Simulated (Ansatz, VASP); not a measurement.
## Ta3W5N3 (W(100) on TaN(100), film 14.3 A thick) in two plane-wave programs

One calculation is typed for both programs; each brings its own data sets. How far apart do they land? The structure shown is the start of the Ansatz relaxation below; VASP solves that cell, so the two are compared at the walk's first step.

Method: plane waves, with VASP 6.6.1 beside it; PBE, in Ansatz 0.2.0.

### 1. Starting point

The cell holds 88 atoms: 24 N, 24 Ta and 40 W. Cell: a = 4.420 Å, b = 8.840 Å, c = 41.532 Å, α = 90.0°, β = 90.0°, γ = 90.0°. It derives from TaN. As first built, before any earlier steps moved the atoms or strained the cell (in the runner's words): W(100) slab, 5 repeats (14.3 A between outer planes), strained in the plane by up to 1.9 % to a cell of 39 A^2 of TaN(100) (3 repeats);, lowest layers held; starting gap 2.15 A. Of 2 lateral registries the lowest after a short relaxation was kept. Relaxed with the MACE-MP-0b2 potential. Lattice constants are starting values near those of PBE. Vacuum lies along c.

Structure file:

```cif
data_structure
_symmetry_space_group_name_H-M 'P 1'
_symmetry_Int_Tables_number 1
_cell_length_a 4.4200
_cell_length_b 8.8400
_cell_length_c 41.5325
_cell_angle_alpha 90.000
_cell_angle_beta 90.000
_cell_angle_gamma 90.000
_cell_volume 1622.79
loop_
_atom_site_label
_atom_site_type_symbol
_atom_site_fract_x
_atom_site_fract_y
_atom_site_fract_z
_atom_site_occupancy
N1 N 0.00199 0.49925 0.16971 1
N2 N 0.49851 0.49730 0.22166 1
N3 N 0.01385 0.49051 0.27760 1
N4 N 0.49109 0.49048 0.32557 1
N5 N 0.99794 0.50085 0.38492 1
N6 N 0.49984 0.49974 0.43154 1
N7 N 0.50088 0.75302 0.16850 1
N8 N 0.00586 0.75258 0.22199 1
N9 N 0.48762 0.76199 0.27718 1
N10 N 0.01016 0.75900 0.32567 1
N11 N 0.50355 0.74869 0.38478 1
N12 N 0.00016 0.75011 0.43145 1
N13 N 0.00824 0.99903 0.16798 1
N14 N 0.50156 0.00169 0.22213 1
N15 N 0.02023 0.99052 0.27715 1
N16 N 0.48844 0.99021 0.32578 1
N17 N 0.99968 0.00117 0.38471 1
N18 N 0.50002 0.99969 0.43143 1
N19 N 0.49441 0.25164 0.16856 1
N20 N 0.01014 0.24665 0.22175 1
N21 N 0.49312 0.26214 0.27730 1
N22 N 0.00916 0.25977 0.32569 1
N23 N 0.50023 0.24893 0.38487 1
N24 N 0.00027 0.24986 0.43150 1
Ta25 Ta 0.49887 0.50025 0.16930 1
Ta26 Ta 0.99588 0.49867 0.22184 1
Ta27 Ta 0.52086 0.51649 0.27235 1
Ta28 Ta 0.98629 0.51141 0.33218 1
Ta29 Ta 0.49633 0.49748 0.37791 1
Ta30 Ta 0.99948 0.50057 0.43971 1
Ta31 Ta 0.00706 0.74931 0.16831 1
Ta32 Ta 0.50045 0.75080 0.22188 1
Ta33 Ta 0.98100 0.73549 0.27254 1
Ta34 Ta 0.51394 0.73741 0.33185 1
Ta35 Ta 0.00604 0.75329 0.37786 1
Ta36 Ta 0.50066 0.74902 0.43967 1
Ta37 Ta 0.49369 0.00197 0.16845 1
Ta38 Ta 0.99729 0.99945 0.22276 1
Ta39 Ta 0.52869 0.01702 0.27298 1
Ta40 Ta 0.98371 0.01212 0.33152 1
Ta41 Ta 0.49857 0.99755 0.37785 1
Ta42 Ta 0.99928 0.00050 0.43970 1
Ta43 Ta 0.99781 0.25186 0.16841 1
Ta44 Ta 0.48943 0.24736 0.22197 1
Ta45 Ta 0.98801 0.23781 0.27245 1
Ta46 Ta 0.51127 0.23814 0.33195 1
Ta47 Ta 0.00109 0.25135 0.37786 1
Ta48 Ta 0.50090 0.24915 0.43971 1
W49 W 0.49957 0.49959 0.48464 1
W50 W 0.00041 0.50005 0.52295 1
W51 W 0.49991 0.49989 0.56174 1
W52 W 0.00029 0.49995 0.60125 1
W53 W 0.50005 0.49997 0.64033 1
W54 W 0.00007 0.50008 0.67947 1
W55 W 0.50016 0.50010 0.71890 1
W56 W 0.99991 0.50018 0.75761 1
W57 W 0.50011 0.50008 0.79771 1
W58 W 0.99975 0.50005 0.83541 1
W59 W 0.00061 0.75024 0.48464 1
W60 W 0.50020 0.74981 0.52295 1
W61 W 0.00038 0.74984 0.56170 1
W62 W 0.50000 0.74995 0.60126 1
W63 W 0.00007 0.75000 0.64033 1
W64 W 0.50034 0.75007 0.67945 1
W65 W 0.99991 0.75005 0.71891 1
W66 W 0.49995 0.75021 0.75761 1
W67 W 0.99962 0.75009 0.79768 1
W68 W 0.50011 0.75011 0.83547 1
W69 W 0.49977 0.99950 0.48463 1
W70 W 0.00043 0.99995 0.52293 1
W71 W 0.49993 0.99993 0.56172 1
W72 W 0.00025 0.99997 0.60126 1
W73 W 0.50016 0.99997 0.64032 1
W74 W 0.00020 0.00010 0.67948 1
W75 W 0.50002 0.00003 0.71891 1
W76 W 0.99973 0.00017 0.75760 1
W77 W 0.50000 0.00017 0.79770 1
W78 W 0.99989 0.00015 0.83543 1
W79 W 0.00070 0.25008 0.48463 1
W80 W 0.49966 0.24968 0.52298 1
W81 W 0.00041 0.24991 0.56171 1
W82 W 0.50025 0.24997 0.60126 1
W83 W 0.00034 0.24998 0.64033 1
W84 W 0.49991 0.25007 0.67946 1
W85 W 0.99998 0.25002 0.71890 1
W86 W 0.50016 0.25020 0.75763 1
W87 W 0.99973 0.25027 0.79771 1
W88 W 0.50000 0.25014 0.83543 1
```

### 2. Ansatz: relaxation, PBE

Ansatz runs on its default PAW (the set named soft_2) files.

The two programs are compared at the cell with which this relaxation starts, whose forces are those of its first step.

Input file input.yaml:

```yaml
crystal:
  lattice:
    - [4.42, 0.0, 0.0]
    - [0.0, 8.84, 0.0]
    - [0.0, 0.0, 41.5325]
  atoms:
    - { symbol: "N", position: [0.002, 0.49925, 0.16971] }
    - { symbol: Ta, position: [0.49886, 0.50025, 0.1693] }
    - { symbol: Ta, position: [0.99589, 0.49866, 0.22184] }
    - { symbol: "N", position: [0.49851, 0.4973, 0.22166] }
    - { symbol: "N", position: [0.01384, 0.49051, 0.2776] }
    - { symbol: Ta, position: [0.52086, 0.51649, 0.27235] }
    - { symbol: Ta, position: [0.98629, 0.51141, 0.33218] }
    - { symbol: "N", position: [0.49108, 0.49048, 0.32557] }
    - { symbol: "N", position: [0.99795, 0.50085, 0.38492] }
    - { symbol: Ta, position: [0.49633, 0.49748, 0.37791] }
    - { symbol: Ta, position: [0.99948, 0.50056, 0.43971] }
    - { symbol: "N", position: [0.49985, 0.49974, 0.43154] }
    - { symbol: "N", position: [0.50089, 0.75302, 0.1685] }
    - { symbol: Ta, position: [0.00707, 0.74931, 0.16831] }
    - { symbol: Ta, position: [0.50046, 0.7508, 0.22188] }
    - { symbol: "N", position: [0.00585, 0.75258, 0.22199] }
    - { symbol: "N", position: [0.48763, 0.76199, 0.27718] }
    - { symbol: Ta, position: [0.98099, 0.73549, 0.27254] }
    - { symbol: Ta, position: [0.51394, 0.73741, 0.33185] }
    - { symbol: "N", position: [0.01016, 0.75901, 0.32567] }
    - { symbol: "N", position: [0.50356, 0.74869, 0.38478] }
    - { symbol: Ta, position: [0.00604, 0.75329, 0.37786] }
    - { symbol: Ta, position: [0.50065, 0.74902, 0.43967] }
    - { symbol: "N", position: [0.00016, 0.75011, 0.43145] }
    - { symbol: "N", position: [0.00824, 0.99903, 0.16798] }
    - { symbol: Ta, position: [0.49368, 0.00197, 0.16845] }
    - { symbol: Ta, position: [0.99729, 0.99945, 0.22276] }
    - { symbol: "N", position: [0.50157, 0.00169, 0.22213] }
    - { symbol: "N", position: [0.02022, 0.99052, 0.27715] }
    - { symbol: Ta, position: [0.52868, 0.01703, 0.27298] }
    - { symbol: Ta, position: [0.98371, 0.01212, 0.33152] }
    - { symbol: "N", position: [0.48843, 0.99021, 0.32578] }
    - { symbol: "N", position: [0.99968, 0.00116, 0.38471] }
    - { symbol: Ta, position: [0.49858, 0.99754, 0.37785] }
    - { symbol: Ta, position: [0.99928, 0.0005, 0.4397] }
    - { symbol: "N", position: [0.50002, 0.99969, 0.43143] }
    - { symbol: "N", position: [0.49442, 0.25164, 0.16856] }
    - { symbol: Ta, position: [0.9978, 0.25185, 0.16841] }
    - { symbol: Ta, position: [0.48943, 0.24736, 0.22197] }
    - { symbol: "N", position: [0.01013, 0.24665, 0.22175] }
    - { symbol: "N", position: [0.49313, 0.26214, 0.2773] }
    - { symbol: Ta, position: [0.98801, 0.2378, 0.27245] }
    - { symbol: Ta, position: [0.51126, 0.23815, 0.33195] }
    - { symbol: "N", position: [0.00917, 0.25977, 0.32569] }
    - { symbol: "N", position: [0.50022, 0.24892, 0.38487] }
    - { symbol: Ta, position: [0.00109, 0.25135, 0.37786] }
    - { symbol: Ta, position: [0.5009, 0.24915, 0.43971] }
    - { symbol: "N", position: [0.00028, 0.24986, 0.4315] }
    - { symbol: W, position: [0.49958, 0.49959, 0.48464] }
    - { symbol: W, position: [0.0004, 0.50005, 0.52295] }
    - { symbol: W, position: [0.4999, 0.49989, 0.56174] }
    - { symbol: W, position: [0.00029, 0.49995, 0.60125] }
    - { symbol: W, position: [0.50005, 0.49997, 0.64033] }
    - { symbol: W, position: [6.0e-05, 0.50008, 0.67947] }
    - { symbol: W, position: [0.50015, 0.5001, 0.7189] }
    - { symbol: W, position: [0.9999, 0.50018, 0.75761] }
    - { symbol: W, position: [0.50011, 0.50008, 0.79771] }
    - { symbol: W, position: [0.99975, 0.50005, 0.83541] }
    - { symbol: W, position: [0.00061, 0.75024, 0.48464] }
    - { symbol: W, position: [0.50021, 0.74981, 0.52295] }
    - { symbol: W, position: [0.00038, 0.74984, 0.5617] }
    - { symbol: W, position: [0.50001, 0.74996, 0.60126] }
    - { symbol: W, position: [7.0e-05, 0.75, 0.64033] }
    - { symbol: W, position: [0.50034, 0.75007, 0.67945] }
    - { symbol: W, position: [0.99991, 0.75005, 0.71891] }
    - { symbol: W, position: [0.49996, 0.75022, 0.75761] }
    - { symbol: W, position: [0.99962, 0.75009, 0.79768] }
    - { symbol: W, position: [0.50011, 0.75011, 0.83547] }
    - { symbol: W, position: [0.49978, 0.9995, 0.48463] }
    - { symbol: W, position: [0.00042, 0.99996, 0.52293] }
    - { symbol: W, position: [0.49994, 0.99993, 0.56172] }
    - { symbol: W, position: [0.00026, 0.99997, 0.60126] }
    - { symbol: W, position: [0.50015, 0.99997, 0.64032] }
    - { symbol: W, position: [0.00021, 0.0001, 0.67948] }
    - { symbol: W, position: [0.50003, 3.0e-05, 0.71891] }
    - { symbol: W, position: [0.99973, 0.00017, 0.7576] }
    - { symbol: W, position: [0.5, 0.00017, 0.7977] }
    - { symbol: W, position: [0.99988, 0.00015, 0.83543] }
    - { symbol: W, position: [0.00069, 0.25008, 0.48463] }
    - { symbol: W, position: [0.49966, 0.24968, 0.52298] }
    - { symbol: W, position: [0.00041, 0.24991, 0.56171] }
    - { symbol: W, position: [0.50025, 0.24997, 0.60126] }
    - { symbol: W, position: [0.00033, 0.24998, 0.64033] }
    - { symbol: W, position: [0.4999, 0.25007, 0.67946] }
    - { symbol: W, position: [0.99997, 0.25002, 0.7189] }
    - { symbol: W, position: [0.50015, 0.2502, 0.75763] }
    - { symbol: W, position: [0.99973, 0.25027, 0.79771] }
    - { symbol: W, position: [0.5, 0.25014, 0.83543] }
kpoints:
  mp_grid: { grid: [5, 2, 1] }
hamiltonian:
  xc: pbe
scf:
  occupations: { method: fermi_dirac, width: 0.1 }
output:
  forces: true
relax:
  f_tol: 0.04
  max_steps: 150
  constraints:
    - { sites: [0, 1, 2, 3, 12, 13, 14, 15, 24, 25, 26, 27, 36, 37, 38, 39], fix: xyz }
```

Launch:

```
$ ansatz run input.yaml --threads 11 --pin off --max-ram 102400MiB --backend cuda --events-out ev --progress --plain --runs-dir out
```

Numbers of over 12 decimals in the logs are rounded to 6 here.

What it wrote:

```text
Engine: ansatz 0.2.0, x86_64-unknown-linux-gnu
Pseudopotentials: kind: paw
Pseudopotential: N, paw, valence charge 5, recommended cutoff 420 eV (normal), N.paw.azcp
Pseudopotential: Ta, paw, valence charge 13, recommended cutoff 420 eV (normal), Ta.paw.azcp
Pseudopotential: W, paw, valence charge 14, recommended cutoff 420 eV (normal), W.paw.azcp
Functional definition: PBE
  parameter kappa = 0.804
  parameter beta = 0.066725
  exchange = pbe_x(kappa = kappa, mu = beta*pi^2/3)
  correlation = pbe_c(beta = beta)
device memory: the entry about to start is reckoned to put 37.7 GiB on a device that reports 78.6 GiB free
GPU FFT provider: cuFFT
GPU libraries: cuBLAS 13.8.2, cuFFT 12.4.0, cuSOLVER 12.3.4
Crystal: 88 atoms, lattice volume = 1622.791 Å³
Basis set: ecut = 420 eV, 31861 PW (Γ), exchange–correlation on 60×120×576 points (8 copies of the dense FFT grid, shifted against one another)
Bands: 596, of which v1, the nominal top of the filled ones, is band 496 counted from 1 (495 counted from 0)
Symmetry: 1 space group operations
Space group: P1 (ITA 1), of the structure as read, at distance tolerance 1.2e-4 Å
k-points: 6 of 10 (time reversal used)
Non-local potential: N, projectors of the file, l = 0: 2, l = 1: 2, l = 2: 1
Non-local potential: Ta, projectors of the file, l = 0: 3, l = 1: 2, l = 2: 2, l = 3: 1
Non-local potential: W, projectors of the file, l = 0: 3, l = 1: 2, l = 2: 2, l = 3: 1
PAW form: soft (Blöchl's): semilocal exchange-correlation on the pseudo side does not see the compensation charge
PAW one-centre angular grid: N, 110 points (default); XC on 64 Gauss nodes
PAW one-centre angular grid: Ta, 590 points (default); XC on 64 Gauss nodes
PAW one-centre angular grid: W, 590 points (default); XC on 64 Gauss nodes
Initial density: superposition of atomic densities (neutral atoms: chi_scale 0, normalization atom), corrected by the library's trained network
Initial wavefunctions: pseudopotential atomic-orbital guess
GPU buffer pool allocated for 518400 grid points (all kernels)
GPU transforms: local potential and band sums: pruned to the plane-wave sphere, on 30×60×288
Functional: x = pbe(κ = 0.804, μ = 0.219515), c = pbe(β = 0.066725)
SCF iter   1: F=—  HF=-663012.023734 eV  |F-HF|=—  |Δ(HF+E_count)|=         —  Δρ=1.14e-2  dr2=7.97e1  ethr=1.77e-3  ⟨swp⟩=9.0  Hψ=16458  notcnv=0
preconditioner: auto → LDOS  [metal: Δε(μ)=0.025 eV  Ē_g=6.984 eV  σ=0.100 eV  W_gap=0.06  n_scr=412 (ndim 8)  ℏωp=20.2 eV  f_vac=0.255  D(μ)=38.00/eV (n_scr^D=240)  β→1.0]
SCF iter   2: F=—  HF=-663010.793163 eV  |F-HF|=—  |Δ(HF+E_count)|=    1.23e0  Δρ=4.27e-3  dr2=4.70e0  ethr=1.77e-3  ⟨swp⟩=3.0  Hψ=4700  notcnv=0
SCF iter   3: F=—  HF=-663010.684863 eV  |F-HF|=—  |Δ(HF+E_count)|=   1.08e-1  Δρ=1.43e-3  dr2=2.46e-1  ethr=4.74e-4  ⟨swp⟩=4.3  Hψ=6758  notcnv=0
SCF iter   4: F=—  HF=-663010.671533 eV  |F-HF|=—  |Δ(HF+E_count)|=   1.33e-2  Δρ=7.05e-4  dr2=3.59e-2  ethr=2.48e-5  ⟨swp⟩=2.3  Hψ=5486  notcnv=0
SCF iter   5: F=—  HF=-663010.673361 eV  |F-HF|=—  |Δ(HF+E_count)|=   1.83e-3  Δρ=1.92e-4  dr2=3.39e-3  ethr=3.62e-6  ⟨swp⟩=2.3  Hψ=4996  notcnv=0
SCF iter   6: F=—  HF=-663010.673287 eV  |F-HF|=—  |Δ(HF+E_count)|=   7.41e-5  Δρ=5.72e-5  dr2=5.06e-4  ethr=3.42e-7  ⟨swp⟩=3.0  Hψ=5355  notcnv=0
SCF iter   7: F=—  HF=-663010.673289 eV  |F-HF|=—  |Δ(HF+E_count)|=   1.82e-6  Δρ=2.23e-5  dr2=5.61e-5  ethr=5.11e-8  ⟨swp⟩=2.2  Hψ=4483  notcnv=0
SCF iter   8: F=-663010.673284 eV  HF=-663010.673289 eV  |F-HF|=4.99e-6  |Δ(HF+E_count)|=   1.14e-7  Δρ=8.22e-6  dr2=7.16e-6  ethr=4.03e-9  ⟨swp⟩=4.3  Hψ=10038  notcnv=0
SCF 1 converged in 8 iterations: F = -663010.673284 eV  dr2 = 7.16e-6
[...]
relax step   1: F+E_penalty+E_count = -663010.67328403 eV  Δ(F+E_penalty+E_count) = +0.000e0 eV  max|allowed force component| = 1.594e0 eV/Å  Δτ_max = 0.0000 Å  (8 SCF iters, dr2 threshold 4.00e-5 eV, accepted)
device memory: the entry about to start is reckoned to put 36.0 GiB (of the 37.7 GiB reckoned in all, the device holds 1.7 GiB already) on a device that reports 76.8 GiB free
[...]
atom  60  W      0.00033861     0.00282727    -0.00142909
  atom  61  W     -0.00266572    -0.00263246     0.00424870
  atom  62  W      0.00347962    -0.00015037    -0.00283291
  atom  63  W     -0.00288979    -0.00015319     0.00271197
  atom  64  W      0.00066620     0.00182885    -0.00366161
  atom  65  W      0.00694760     0.00020357    -0.00646313
  atom  66  W     -0.01114136    -0.00169975     0.01514212
  atom  67  W      0.01842035    -0.00126568    -0.01164288
  atom  68  W     -0.00744054     0.00377255     0.02222329
  atom  69  W     -0.00481772    -0.00681127    -0.01544915
  atom  70  W     -0.00702370     0.00457443    -0.00454393
  atom  71  W      0.00174043    -0.00346528     0.00517803
  atom  72  W     -0.00475950    -0.00106926    -0.00276157
[...]
atom  84  W      0.00029136     0.00054679    -0.00448637
  atom  85  W      0.00704100    -0.00010329    -0.00732115
  atom  86  W     -0.01160054    -0.00341948     0.01412491
  atom  87  W      0.01999952    -0.00141681    -0.00995409
  atom  88  W     -0.00579008     0.00021318     0.02078283
  max |Σ_I F_I| component: 8.82e-5 eV/Å
--- Relaxed structure (10 steps of the walk, 8 accepted, 0 SCFs on fresh bases) ---
  F+E_penalty+E_count = -663012.11885609 eV   max|allowed force component| = 2.865e-2 eV/Å
  atoms:
    - { symbol: N, position: [0.002, 0.49925, 0.169710] }
    - { symbol: Ta, position: [0.49886, 0.50025, 0.169300] }
    - { symbol: Ta, position: [0.99589, 0.49866, 0.221840] }
    - { symbol: N, position: [0.49851, 0.497300, 0.221660] }
    - { symbol: N, position: [0.018318, 0.487218, 0.276660] }
    - { symbol: Ta, position: [0.520598, 0.512518, 0.274822] }
    - { symbol: Ta, position: [0.980511, 0.509477, 0.329976] }
    - { symbol: N, position: [0.476209, 0.485968, 0.326454] }
    - { symbol: N, position: [1.011492, 0.493868, 0.385070] }
    - { symbol: Ta, position: [0.513017, 0.504515, 0.378789] }
    - { symbol: Ta, position: [1.002209, 0.498161, 0.439954] }
    - { symbol: N, position: [0.502540, 0.499583, 0.432379] }
    - { symbol: N, position: [0.50089, 0.75302, 0.168500] }
    - { symbol: Ta, position: [0.00707, 0.74931, 0.168310] }
    - { symbol: Ta, position: [0.50046, 0.7508, 0.221880] }
    - { symbol: N, position: [0.00585, 0.75258, 0.221990] }
    - { symbol: N, position: [0.480485, 0.762021, 0.276184] }
    - { symbol: Ta, position: [0.978603, 0.736176, 0.275191] }
    - { symbol: Ta, position: [0.520446, 0.737695, 0.329320] }
    - { symbol: N, position: [0.025065, 0.761771, 0.326711] }
    - { symbol: N, position: [0.492335, 0.753589, 0.384805] }
    - { symbol: Ta, position: [-0.010439, 0.742521, 0.378857] }
    - { symbol: Ta, position: [0.500318, 0.749254, 0.439875] }
    - { symbol: N, position: [0.000276764, 0.747883, 0.432368] }
    - { symbol: N, position: [0.00824, 0.99903, 0.167980] }
    - { symbol: Ta, position: [0.49368, 0.00197, 0.168450] }
    - { symbol: Ta, position: [0.99729, 0.999450, 0.222760] }
    - { symbol: N, position: [0.50157, 0.00169, 0.222130] }
[...]
- { symbol: Ta, position: [0.48943, 0.24736, 0.221970] }
    - { symbol: N, position: [0.01013, 0.246650, 0.221750] }
    - { symbol: N, position: [0.483130, 0.261917, 0.276345] }
    - { symbol: Ta, position: [0.979695, 0.236740, 0.275002] }
    - { symbol: Ta, position: [0.519608, 0.238107, 0.329673] }
    - { symbol: N, position: [0.024075, 0.261714, 0.326644] }
    - { symbol: N, position: [0.490980, 0.253798, 0.384964] }
    - { symbol: Ta, position: [-0.011120, 0.243025, 0.378923] }
    - { symbol: Ta, position: [0.500105, 0.249475, 0.439923] }
    - { symbol: N, position: [-5.272846777136992e-6, 0.247964, 0.432427] }
    - { symbol: W, position: [0.501220, 0.498914, 0.484470] }
    - { symbol: W, position: [0.000897605, 0.498851, 0.522494] }
    - { symbol: W, position: [0.500558, 0.498872, 0.561798] }
    - { symbol: W, position: [0.000253111, 0.498915, 0.600409] }
    - { symbol: W, position: [0.500022, 0.498916, 0.639511] }
    - { symbol: W, position: [-0.000815272, 0.498940, 0.678318] }
    - { symbol: W, position: [0.499268, 0.499001, 0.717337] }
    - { symbol: W, position: [0.996056, 0.499060, 0.756116] }
    - { symbol: W, position: [0.491613, 0.499073, 0.795172] }
    - { symbol: W, position: [0.943831, 0.499210, 0.832021] }
    - { symbol: W, position: [0.000760201, 0.748677, 0.484436] }
    - { symbol: W, position: [0.500682, 0.748807, 0.522487] }
    - { symbol: W, position: [0.000425365, 0.748878, 0.561796] }
    - { symbol: W, position: [0.500170, 0.748897, 0.600407] }
[...]
- { symbol: W, position: [0.499859, 0.248948, 0.678320] }
    - { symbol: W, position: [0.999308, 0.249003, 0.717341] }
    - { symbol: W, position: [0.502030, 0.249071, 0.756113] }
    - { symbol: W, position: [1.006582, 0.249098, 0.795167] }
    - { symbol: W, position: [0.554256, 0.249065, 0.831987] }
```

The column dr2 measures how far the density is from self-consistency, as an energy; F and HF (Harris–Foulkes) agree once it is small.

(Continued in part 2 of 2.)

[Lines on the potential files, build, host, timing and source positions are cut from VASP's logs without a mark.]

[Logs are printed without paths, hosts, clocks, repeated set-up lines and the standing remarks that a program may print on its own settings, such as how far it seeks lower states.]

[Hosts, paths, dates, database ids (printed as entryN), source tags and the programs' standing remarks are cut or masked in the printed files.]
